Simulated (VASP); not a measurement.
OSZICAR of a VASP run on Ga (alpha):

### OSZICAR
```
       N       E                     dE             d eps       ncg     rms          rms(c)
DAV:   1     0.367573868932E+03    0.36757E+03   -0.26265E+04  7810   0.319E+03
DAV:   2     0.420039224278E+02   -0.32557E+03   -0.32082E+03  7975   0.566E+02
DAV:   3     0.232145560212E+01   -0.39682E+02   -0.39428E+02  8807   0.154E+02
DAV:   4     0.117274839130E+01   -0.11487E+01   -0.11479E+01  8702   0.303E+01
DAV:   5     0.114804008615E+01   -0.24708E-01   -0.24756E-01  9228   0.450E+00    0.263E+00
DAV:   6     0.127880483512E+01    0.13076E+00   -0.29404E-01  9207   0.784E+00    0.139E+00
DAV:   7     0.130514772387E+01    0.26343E-01   -0.69334E-02 10960   0.309E+00    0.357E-01
DAV:   8     0.130678686099E+01    0.16391E-02   -0.14369E-02  8415   0.136E+00    0.444E-02
DAV:   9     0.130664730107E+01   -0.13956E-03   -0.11285E-03  8930   0.390E-01    0.266E-02
DAV:  10     0.130665570025E+01    0.83992E-05   -0.21786E-04  8815   0.168E-01    0.414E-03
DAV:  11     0.130665372893E+01   -0.19713E-05   -0.29323E-05  8941   0.672E-02    0.487E-03
DAV:  12     0.130665732801E+01    0.35991E-05   -0.96312E-06  8922   0.377E-02    0.619E-04
DAV:  13     0.130665719030E+01   -0.13771E-06   -0.10439E-06  9922   0.825E-03    0.334E-04
DAV:  14     0.130665759635E+01    0.40605E-06   -0.53162E-08  5013   0.194E-03    0.165E-04
DAV:  15     0.130665755165E+01   -0.44700E-07   -0.16329E-08  4533   0.118E-03
   1 F= 0.13066576E+01 E0= 0.13066576E+01  d E =0.000000E+00
```

Problem. Which electronic solver shows in the log?

Solution. It is blocked Davidson (ALGO = Normal, or the opening steps of other solvers). The INCAR had ALGO = Normal.

Problem. Can the final energy be trusted as converged?

Solution. Self-consistency was reached. It stopped with EDIFF = 1E-7, NELM = 100 (vdW-DF-cx, plane waves, VASP's PBE PAW potentials (set 64)).

The compound is Ga in the alpha structure. It was relaxed first.
